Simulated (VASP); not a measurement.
Output of a VASP run:

**OSZICAR**
```
       N       E                     dE             d eps       ncg     rms          rms(c)
DAV:   1     0.235694330776E+03    0.23569E+03   -0.17520E+04  1056   0.197E+03
DAV:   2     0.726191665960E+01   -0.22843E+03   -0.22220E+03  1104   0.379E+02
DAV:   3    -0.145538618361E+02   -0.21816E+02   -0.21728E+02  1290   0.118E+02
DAV:   4    -0.150396940749E+02   -0.48583E+00   -0.48547E+00  1230   0.184E+01
DAV:   5    -0.150487493188E+02   -0.90552E-02   -0.90545E-02  1316   0.245E+00    0.963E+00
DAV:   6    -0.142435359662E+02    0.80521E+00   -0.20161E+00  1600   0.444E+01    0.738E+00
DAV:   7    -0.142720551642E+02   -0.28519E-01   -0.17946E+00  1116   0.785E+00    0.304E+00
DAV:   8    -0.142554528077E+02    0.16602E-01   -0.10235E-01  1448   0.449E+00    0.971E-01
DAV:   9    -0.142560577353E+02   -0.60493E-03   -0.20019E-02  1424   0.259E+00    0.246E-01
DAV:  10    -0.142562539559E+02   -0.19622E-03   -0.14257E-03  1212   0.443E-01    0.164E-01
DAV:  11    -0.142565923214E+02   -0.33837E-03   -0.59959E-04  1176   0.188E-01    0.107E-01
DAV:  12    -0.142565897825E+02    0.25389E-05   -0.33932E-05  1306   0.877E-02    0.158E-02
DAV:  13    -0.142565956652E+02   -0.58827E-05   -0.11807E-05  1182   0.239E-02    0.876E-03
DAV:  14    -0.142565960021E+02   -0.33688E-06   -0.94514E-07  1260   0.106E-02    0.367E-03
DAV:  15    -0.142565959198E+02    0.82250E-07   -0.11152E-07   876   0.478E-03
   1 F= -.14256596E+02 E0= -.14256596E+02  d E =-.142566E+02
```

OUTCAR:
```
------------------------ aborting loop because EDIFF is reached ----------------------------------------
  FORCE on cell =-STRESS in cart. coord.  units (eV):
  Direction    XX          YY          ZZ          XY          YZ          ZX
  --------------------------------------------------------------------------------------
  Total       -1.0622802     -1.0622802     -1.0389481     -0.0000000      0.0000000      0.0000000
  in kB      -21.2687359    -21.2687354    -20.8015855     -0.0000000      0.0000000      0.0000000
  external PRESSURE =     -21.1130189 kB  Pullay stress =       0.0000000 kB
  volume of cell :       80.02
      direct lattice vectors                 reciprocal lattice vectors
     1.917608823 -3.321395868  0.000000000     0.260741395 -0.150539117  0.000000000
     1.917608823  3.321395868  0.000000000     0.260741395  0.150539117  0.000000000
     0.000000000  0.000000000  6.281991501     0.000000000  0.000000000  0.159185188
  FREE ENERGIE OF THE ION-ELECTRON SYSTEM (eV)
  ---------------------------------------------------
  free  energy   TOTEN  =       -14.2565959198 eV

  energy  without entropy=      -14.2565959198  energy(sigma->0) =      -14.25659592

 reached required accuracy - stopping structural energy minimisation
```
(Selected blocks of OUTCAR.)

### POSCAR
```
ZnS
1
    1.9176088225    -3.3213958675     0.0000000000
    1.9176088225     3.3213958675     0.0000000000
    0.0000000000     0.0000000000     6.2819915012
Zn S
2 2
Direct
  0.6666670000   0.3333330000   0.5001155372
  0.3333330000   0.6666670000   0.0001155372
  0.6666670000   0.3333330000   0.8748844628
  0.3333330000   0.6666670000   0.3748844628
```

Question: Reconstruct the remaining input files.

Answer: Several could match; the one computed here: the input of the run itself, AM05 GGA, plane waves, VASP's PBE PAW potentials (set 64).

### KPOINTS
```
Automatic mesh
0
Gamma
7 7 4
0 0 0
```

### INCAR
```
SYSTEM = ZnS
PREC = Accurate
ENCUT = 520
EDIFF = 1E-7
NELM = 100
ALGO = Normal
LREAL = .FALSE.
LASPH = .TRUE.
ISMEAR = 0
SIGMA = 0.05
GGA = AM
LMAXMIX = 4
LWAVE = .FALSE.
LCHARG = .FALSE.
ISIF = 4
IBRION = 2
NSW = 30
EDIFFG = -0.01
```

POTCAR, in this order: Zn S (PBE.64 set). Program: vasp_std.

The compound is ZnS in the wurtzite structure, the high-temperature form. This cell is one point of a volume scan, at 1.03 of the reference volume.
